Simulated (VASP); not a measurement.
Here is the system:

```
CeO2
1.0
    0.00000     2.73182     2.73182
    2.73182     0.00000     2.73182
    2.73182     2.73182     0.00000
Ce O
1 2
Direct
  0.00000   0.00000   0.00000
  0.25000   0.25000   0.25000
  0.75000   0.75000   0.75000
```

All values below come from PBE GGA, VASP's PBE PAW potentials (set 64) (plane waves; VASP). Run with 520 eV cut-off, 6×6×6 Γ-centred mesh, Gaussian smearing of 0.050 eV, potentials Ce O.

Task: Estimate the energy per atom (σ→0).

Result: 
```json
{
  "energy per atom (σ→0)": "-8.743 eV/atom"
}
```

The compound is CeO2 in the fluorite structure. It was relaxed first. The run is not spin-polarised, so no magnetic state was tried.
